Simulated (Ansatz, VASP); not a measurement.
# Be2Si: VASP beside Ansatz

Aim: how closely do two programs agree when they are given the same cell, functional and k mesh? The cell is generated by rule, not measured, and may not be a known phase. The cell is taken from a series of runs on this material, whose earlier steps may have relaxed, scaled, displaced or heated it; both programs get it as it stands.

Main program and level: Ansatz 0.2.0; plane waves, with VASP 6.6.1 beside it; zone-centre phonons at PBEsol.

The structure was built from a prototype and need not be the compound's stable phase.

### 1. The starting structure

Symmetry: Pn-3m, No. 224, cubic system. Conventional cell: a = 4.925 Å, b = 4.925 Å, c = 4.925 Å, α = 90.00°, β = 90.00°, γ = 90.00°. Nearest to Si lie 4 Be at 2.13 Å. Be has 2 Si at 2.13 Å nearest. Farther neighbours are not listed.

### 2. VASP: zone-centre phonons, PBEsol

Second derivatives magnify differences that forces hide, and they need a tight electronic threshold.

Lines of VASP's logs that name or quote its potential files are left out, and so is its time.

INCAR reads:

```
SYSTEM = Be2Si
PREC = Accurate
ENCUT = 600
EDIFF = 1E-08
NELM = 120
ISMEAR = 0
SIGMA = 0.01
LREAL = .FALSE.
ALGO = Normal
GGA = PS
NBANDS = 14
LORBIT = 11
LWAVE = .FALSE.
LCHARG = .FALSE.
ISIF = 2
IBRION = 8
LASPH = .TRUE.
GGA_COMPAT = .FALSE.
EFERMI = MIDGAP
KPAR = 2
```

POSCAR reads:

```
Be2Si
1.0
    4.9245737558      0.0000000000      0.0000000000
    0.0000000000      4.9245737558      0.0000000000
    0.0000000000      0.0000000000      4.9245737558
Si Be
2 4
Direct
    0.0000000000      0.0000000000      0.0000000000
    0.5000000000      0.5000000000      0.5000000000
    0.2500000000      0.2500000000      0.2500000000
    0.7500000000      0.7500000000      0.2500000000
    0.7500000000      0.2500000000      0.7500000000
    0.2500000000      0.7500000000      0.7500000000
```

KPOINTS reads:

```
Automatic mesh
0
Gamma
6 6 6
0 0 0
```

PAW data sets: Si and Be (PBE family, release 64).

Command:

```bash
mpirun -np 2 vasp_std
```

Numbers of over 12 decimals in the logs are rounded to 6 here.

The log of the run:

```text
[banner, memory and clock lines left out]
running    2 mpi-ranks, on    1 nodes
 distrk:  each k-point on    1 cores,    2 groups
 distr:  one band on    1 cores,    1 groups

 POSCAR found type information on POSCAR SiBe
 POSCAR found :  2 types and       6 ions
|                                                                             |
|               ----> ADVICE to this user running VASP <----                  |
|                                                                             |
|     You enforced a specific xc type in the INCAR file but a different       |
|     [... a line on the potential file left out ...]
|     I HOPE YOU KNOW WHAT YOU ARE DOING!                                     |
|                                                                             |

 LDA part: xc-table for (Slater+PW92), standard interpolation
 POSCAR, INCAR and KPOINTS ok, starting setup
 FFT: planning ... GRIDC
 FFT: planning ... GRID_SOFT
 FFT: planning ... GRID
 WAVECAR not read
 entering main loop
       N       E                     dE             d eps       ncg     rms          rms(c)
DAV:   1     0.232438600397E+02    0.23244E+02   -0.58313E+03   560   0.968E+02
DAV:   2    -0.200389504578E+02   -0.43283E+02   -0.37262E+02   726   0.125E+02
DAV:   3    -0.227678805365E+02   -0.27289E+01   -0.26603E+01   776   0.334E+01
DAV:   4    -0.228222712690E+02   -0.54391E-01   -0.54317E-01   704   0.545E+00
DAV:   5    -0.228234397353E+02   -0.11685E-02   -0.11682E-02   788   0.829E-01    0.679E+00
DAV:   6    -0.215793010082E+02    0.12441E+01   -0.16928E+00   650   0.532E+00    0.389E+00
DAV:   7    -0.213318605898E+02    0.24744E+00   -0.85993E-01   656   0.398E+00    0.128E+00
DAV:   8    -0.213277625340E+02    0.40981E-02   -0.73271E-02   740   0.133E+00    0.195E-01
DAV:   9    -0.213275814599E+02    0.18107E-03   -0.30189E-03   740   0.289E-01    0.113E-01
DAV:  10    -0.213276214711E+02   -0.40011E-04   -0.42676E-04   710   0.107E-01    0.397E-02
DAV:  11    -0.213276017699E+02    0.19701E-04   -0.38753E-05   722   0.386E-02    0.146E-02
DAV:  12    -0.213276012379E+02    0.53198E-06   -0.74310E-06   760   0.140E-02    0.436E-03
DAV:  13    -0.213276013928E+02   -0.15490E-06   -0.57163E-07   722   0.444E-03    0.170E-03
DAV:  14    -0.213276013985E+02   -0.56659E-08   -0.99146E-09   586   0.714E-04
   1 F= -.21327601E+02 E0= -.21327601E+02  d E =-.124602-111
 Linear response reoptimize wavefunctions to high precision
DAV:   1    -0.213276013601E+02    0.38407E-07   -0.80762E-09   734   0.461E-04
DAV:   2    -0.213276013601E+02   -0.63665E-10   -0.33713E-10   496   0.129E-04
 Linear response DOF=           2
 Linear response progress:
  Degree of freedom:   1/  2
       N       E                     dE             d eps       ncg     rms          rms(c)
RMM:   1    -0.242957679426E-01   -0.24296E-01    0.38207E-02  3388   0.983E-01
RMM:   2    -0.231326993621E-01    0.11631E-02   -0.12208E-03  2334   0.205E-01    0.120E-01
RMM:   3    -0.228590648873E-01    0.27363E-03   -0.12017E-03  2174   0.118E-01    0.507E-02
RMM:   4    -0.230494005028E-01   -0.19034E-03   -0.30557E-04  2378   0.598E-02    0.179E-02
RMM:   5    -0.230690727070E-01   -0.19672E-04   -0.14433E-05  2382   0.174E-02    0.546E-03
RMM:   6    -0.231077487355E-01   -0.38676E-04   -0.54469E-06  2483   0.775E-03    0.258E-03
RMM:   7    -0.230901700157E-01    0.17579E-04   -0.55062E-07  2405   0.365E-03    0.731E-04
RMM:   8    -0.230931557293E-01   -0.29857E-05   -0.11177E-07  2526   0.676E-04    0.222E-04
RMM:   9    -0.230944049319E-01   -0.12492E-05   -0.97831E-08  2571   0.318E-04    0.353E-05
RMM:  10    -0.230944327998E-01   -0.27868E-07   -0.28434E-08  2669   0.863E-05    0.896E-06
RMM:  11    -0.230944859236E-01   -0.53124E-07   -0.22145E-08  2724   0.240E-05    0.501E-06
RMM:  12    -0.230944522354E-01    0.33688E-07    0.62648E-09  2696   0.167E-05    0.851E-07
RMM:  13    -0.230944566096E-01   -0.43741E-08   -0.20844E-08  2737   0.111E-05    0.396E-07
 first order change of Fermi-energy   0.21143E-03
 force on displaced ion       1 direction 1 : -10.618  -0.000   0.000
 Linear response progress:
  Degree of freedom:   2/  2
       N       E                     dE             d eps       ncg     rms          rms(c)
RMM:   1    -0.934346847039E-02   -0.93435E-02   -0.14481E-03  4653   0.478E-01
RMM:   2    -0.803372427702E-02    0.13097E-02   -0.50320E-04  3082   0.123E-01    0.798E-02
RMM:   3    -0.791926817638E-02    0.11446E-03   -0.20906E-04  3172   0.534E-02    0.434E-02
RMM:   4    -0.794049746956E-02   -0.21229E-04   -0.11401E-04  3142   0.408E-02    0.135E-02
RMM:   5    -0.793294588216E-02    0.75516E-05   -0.60571E-06  3225   0.147E-02    0.288E-03
RMM:   6    -0.793539243293E-02   -0.24466E-05   -0.25525E-06  3329   0.361E-03    0.908E-04
RMM:   7    -0.792984496736E-02    0.55475E-05    0.51938E-07  3292   0.165E-03    0.265E-04
RMM:   8    -0.793018013074E-02   -0.33516E-06   -0.10224E-07  3402   0.358E-04    0.104E-04
RMM:   9    -0.793039195018E-02   -0.21182E-06   -0.59297E-08  3457   0.147E-04    0.326E-05
RMM:  10    -0.793038670952E-02    0.52407E-08    0.16818E-08  3387   0.581E-05    0.527E-06
 first order change of Fermi-energy  -0.13238E-03
 force on displaced ion       3 direction 1 :  -5.908  -5.386  -5.386
 Linear response finished
```

Parts of OUTCAR (step 2):

```text
ion  position               nearest neighbor table
   1  0.000  0.000  0.000-   3 2.13   4 2.13   5 2.13   6 2.13
   2  0.500  0.500  0.500-   3 2.13   4 2.13   5 2.13   6 2.13
   3  0.250  0.250  0.250-   1 2.13   2 2.13
   4  0.750  0.750  0.250-   1 2.13   2 2.13
   5  0.750  0.250  0.750-   1 2.13   2 2.13
   6  0.250  0.750  0.750-   1 2.13   2 2.13

  LATTYP: Found a simple cubic cell.
 ALAT       =     4.9245737558

 Subroutine GETGRP returns: Found 48 space group operations
 (whereof 24 operations were pure point group operations)

The static configuration has the point symmetry T_d .
 The point group associated with its full space group is O_h .

 Found     20 irreducible k-points:

   k-points           NKPTS =     20   k-points in BZ     NKDIM =     20   number of bands    NBANDS=     14

   dimension x,y,z NGX =    40 NGY =   40 NGZ =   40
   dimension x,y,z NGXF=    80 NGYF=   80 NGZF=   80

   ENCUT  =  600.0 eV  44.10 Ry    6.64 a.u.   9.84  9.84  9.84*2*pi/ulx,y,z

   NELECT =      16.0000    total number of electrons

 k-points in reciprocal lattice and weights: Automatic mesh
   0.00000000  0.00000000  0.00000000       0.005
   0.16666667  0.00000000  0.00000000       0.028
   0.33333333  0.00000000  0.00000000       0.028
   0.50000000  0.00000000  0.00000000       0.014
   0.16666667  0.16666667  0.00000000       0.056
   0.33333333  0.16666667  0.00000000       0.111
   0.50000000  0.16666667  0.00000000       0.056
   0.33333333  0.33333333  0.00000000       0.056
   0.50000000  0.33333333  0.00000000       0.056
[...]
0.50000000  0.50000000  0.33333333       0.028
   0.50000000  0.50000000  0.50000000       0.005

 average (electrostatic) potential at core
       1 -85.4062       2 -85.4062       3 -38.0523       4 -38.0523       5 -38.0523
       6 -38.0523

  Total        0.0788919      0.0788919      0.0788919      0.0000000      0.0000000     -0.0000000
  in kB        1.0583692      1.0583692      1.0583692      0.0000000      0.0000000     -0.0000000
  external PRESSURE =       1.0583692 kB  Pullay stress =       0.0000000 kB

  energy-cutoff  :      600.00
  volume of cell :      119.43
      direct lattice vectors                 reciprocal lattice vectors
     4.924573756  0.000000000  0.000000000     0.203063260  0.000000000  0.000000000
     0.000000000  4.924573756  0.000000000     0.000000000  0.203063260  0.000000000
     0.000000000  0.000000000  4.924573756     0.000000000  0.000000000  0.203063260

 POSITION                                       TOTAL-FORCE (eV/Angst)
 -----------------------------------------------------------------------------------
      0.00000      0.00000      0.00000        -0.000000      0.000000     -0.000000
      2.46229      2.46229      2.46229         0.000000     -0.000000      0.000000
      1.23114      1.23114      1.23114         0.000000     -0.000000     -0.000000
      3.69343      3.69343      1.23114        -0.000000      0.000000      0.000000
      3.69343      1.23114      3.69343        -0.000000      0.000000     -0.000000
      1.23114      3.69343      3.69343        -0.000000     -0.000000      0.000000
 -----------------------------------------------------------------------------------
    total drift:                                0.000000     -0.000000     -0.000000

 Eigenvectors and eigenvalues of the dynamical matrix
 ----------------------------------------------------

   1 f  =   23.146655 THz   145.434720 2PiTHz  772.089289 cm-1    95.726828 meV
             X         Y         Z           dx          dy          dz
      0.000000  0.000000  0.000000     0.243884    0.122009    0.120377
      2.462287  2.462287  2.462287     0.243884    0.122009    0.120377
      1.231143  1.231143  1.231143    -0.427569   -0.426756   -0.426746
      3.693430  3.693430  1.231143    -0.216682   -0.215870    0.214255
      3.693430  1.231143  3.693430    -0.213824    0.211386   -0.213001
      1.231143  3.693430  3.693430    -0.002938    0.000500    0.000510

   2 f  =   23.146655 THz   145.434720 2PiTHz  772.089289 cm-1    95.726828 meV
             X         Y         Z           dx          dy          dz
      0.000000  0.000000  0.000000    -0.171393    0.174885    0.169988
      2.462287  2.462287  2.462287    -0.171393    0.174885    0.169988
      1.231143  1.231143  1.231143    -0.150816   -0.153123   -0.153090
      3.693430  3.693430  1.231143     0.146983    0.144676   -0.146974
      3.693430  1.231143  3.693430     0.155561   -0.155585    0.153287
      1.231143  3.693430  3.693430     0.453360   -0.453384   -0.453351

   3 f  =   23.146655 THz   145.434720 2PiTHz  772.089289 cm-1    95.726828 meV
             X         Y         Z           dx          dy          dz
      0.000000  0.000000  0.000000     0.001047    0.208292   -0.213236
      2.462287  2.462287  2.462287     0.001047    0.208292   -0.213236
      1.231143  1.231143  1.231143     0.003407    0.002026    0.004834
      3.693430  3.693430  1.231143    -0.370157   -0.371538    0.371571
      3.693430  1.231143  3.693430     0.368309   -0.369704    0.369737
      1.231143  3.693430  3.693430    -0.005255    0.003860    0.006669

   4 f  =   22.103106 THz   138.877910 2PiTHz  737.280249 cm-1    91.411059 meV
             X         Y         Z           dx          dy          dz
      0.000000  0.000000  0.000000    -0.000000    0.000000   -0.000000
      2.462287  2.462287  2.462287    -0.000000    0.000000   -0.000000
      1.231143  1.231143  1.231143     0.288675    0.288675    0.288675
      3.693430  3.693430  1.231143    -0.288675   -0.288675    0.288675
      3.693430  1.231143  3.693430    -0.288675    0.288675   -0.288675
      1.231143  3.693430  3.693430     0.288675   -0.288675   -0.288675

   5 f  =    9.555748 THz    60.040536 2PiTHz  318.745446 cm-1    39.519381 meV
             X         Y         Z           dx          dy          dz
      0.000000  0.000000  0.000000     0.423667    0.558640   -0.091803
      2.462287  2.462287  2.462287    -0.423667   -0.558640    0.091803
      1.231143  1.231143  1.231143    -0.000000    0.000000   -0.000000
      3.693430  3.693430  1.231143     0.000000   -0.000000   -0.000000
      3.693430  1.231143  3.693430     0.000000    0.000000   -0.000000
      1.231143  3.693430  3.693430    -0.000000   -0.000000    0.000000

   6 f  =    9.555748 THz    60.040536 2PiTHz  318.745446 cm-1    39.519381 meV
             X         Y         Z           dx          dy          dz
      0.000000  0.000000  0.000000    -0.025206   -0.095937   -0.700115
      2.462287  2.462287  2.462287     0.025206    0.095937    0.700115
      1.231143  1.231143  1.231143    -0.000000    0.000000    0.000000
      3.693430  3.693430  1.231143     0.000000   -0.000000   -0.000000
      3.693430  1.231143  3.693430     0.000000    0.000000   -0.000000
      1.231143  3.693430  3.693430     0.000000    0.000000   -0.000000

   7 f  =    9.555748 THz    60.040536 2PiTHz  318.745446 cm-1    39.519381 meV
             X         Y         Z           dx          dy          dz
      0.000000  0.000000  0.000000    -0.565571    0.422750   -0.037567
      2.462287  2.462287  2.462287     0.565571   -0.422750    0.037567
      1.231143  1.231143  1.231143     0.000000   -0.000000   -0.000000
      3.693430  3.693430  1.231143    -0.000000    0.000000   -0.000000
      3.693430  1.231143  3.693430    -0.000000   -0.000000    0.000000
      1.231143  3.693430  3.693430     0.000000    0.000000    0.000000

   8 f  =    8.674282 THz    54.502121 2PiTHz  289.342900 cm-1    35.873931 meV
             X         Y         Z           dx          dy          dz
      0.000000  0.000000  0.000000     0.000000   -0.000000   -0.000000
      2.462287  2.462287  2.462287    -0.000000    0.000000    0.000000
      1.231143  1.231143  1.231143     0.353553   -0.353553    0.000000
      3.693430  3.693430  1.231143    -0.353553    0.353553   -0.000000
      3.693430  1.231143  3.693430    -0.353553   -0.353553   -0.000000
      1.231143  3.693430  3.693430     0.353553    0.353553    0.000000

   9 f  =    8.674282 THz    54.502121 2PiTHz  289.342900 cm-1    35.873931 meV
             X         Y         Z           dx          dy          dz
      0.000000  0.000000  0.000000    -0.000000    0.000000    0.000000
      2.462287  2.462287  2.462287     0.000000   -0.000000    0.000000
      1.231143  1.231143  1.231143    -0.204124   -0.204124    0.408248
      3.693430  3.693430  1.231143     0.204124    0.204124    0.408248
      3.693430  1.231143  3.693430     0.204124   -0.204124   -0.408248
      1.231143  3.693430  3.693430    -0.204124    0.204124   -0.408248

  10 f  =    0.003005 THz     0.018882 2PiTHz    0.100242 cm-1     0.012428 meV
             X         Y         Z           dx          dy          dz
      0.000000  0.000000  0.000000     0.243073    0.317116   -0.380139
      2.462287  2.462287  2.462287     0.243073    0.317116   -0.380139
      1.231143  1.231143  1.231143     0.137951    0.179998   -0.215951
      3.693430  3.693430  1.231143     0.137604    0.179651   -0.215440
      3.693430  1.231143  3.693430     0.138240    0.179873   -0.215661
      1.231143  3.693430  3.693430     0.137894    0.180220   -0.215729

  11 f  =    0.003005 THz     0.018882 2PiTHz    0.100242 cm-1     0.012428 meV
             X         Y         Z           dx          dy          dz
      0.000000  0.000000  0.000000     0.222266    0.308496    0.399475
      2.462287  2.462287  2.462287     0.222266    0.308496    0.399475
      1.231143  1.231143  1.231143     0.125793    0.174761    0.226425
      3.693430  3.693430  1.231143     0.126158    0.175125    0.226909
      3.693430  1.231143  3.693430     0.126075    0.175328    0.226706
      1.231143  3.693430  3.693430     0.126439    0.174964    0.226627

  12 f  =    0.003005 THz     0.018882 2PiTHz    0.100242 cm-1     0.012428 meV
             X         Y         Z           dx          dy          dz
      0.000000  0.000000  0.000000    -0.442341    0.329272   -0.008165
      2.462287  2.462287  2.462287    -0.442341    0.329272   -0.008165
      1.231143  1.231143  1.231143    -0.251136    0.187038   -0.004581
      3.693430  3.693430  1.231143    -0.251144    0.187031   -0.004684
      3.693430  1.231143  3.693430    -0.250836    0.186627   -0.004281
      1.231143  3.693430  3.693430    -0.250843    0.186634   -0.004985

  13 f/i=    2.547590 THz    16.006978 2PiTHz   84.978444 cm-1    10.535979 meV
             X         Y         Z           dx          dy          dz
      0.000000  0.000000  0.000000    -0.000000    0.000000   -0.000000
      2.462287  2.462287  2.462287    -0.000000    0.000000   -0.000000
      1.231143  1.231143  1.231143    -0.269746   -0.203572    0.473318
      3.693430  3.693430  1.231143    -0.097802   -0.375516   -0.473318
      3.693430  1.231143  3.693430     0.097802    0.203572    0.105770
      1.231143  3.693430  3.693430     0.269746    0.375516   -0.105770
    [... 43 further lines ...]
      3.693430  1.231143  3.693430     0.287522   -0.060360   -0.422118
      1.231143  3.693430  3.693430    -0.010037    0.237199    0.062800

 ELASTIC MODULI CONTR FROM IONIC RELAXATION (kBar)
 Direction    XX          YY          ZZ          XY          YZ          ZX
 --------------------------------------------------------------------------------
 XX          -0.0000     -0.0000     -0.0000      0.0000      0.0000     -0.0000
 YY          -0.0000     -0.0000     -0.0000      0.0000      0.0000      0.0000
 ZZ          -0.0000     -0.0000     -0.0000      0.0000      0.0000     -0.0000
 XY           0.0000      0.0000      0.0000   -457.0871     -0.0000     -0.0000
 YZ           0.0000      0.0000      0.0000     -0.0000   -457.0871     -0.0000
 ZX          -0.0000      0.0000     -0.0000     -0.0000     -0.0000   -457.0871
 --------------------------------------------------------------------------------
```

[end of part 1 of 2]

[Lines on the potential files, build, host, timing and source positions are cut from VASP's logs without a mark.]

[Logs are printed without paths, hosts, clocks, repeated set-up lines and the standing remarks that a program may print on its own settings, such as how far it seeks lower states.]

[Hosts, paths, dates, database ids (printed as entryN), source tags and the programs' standing remarks are cut or masked in the printed files.]
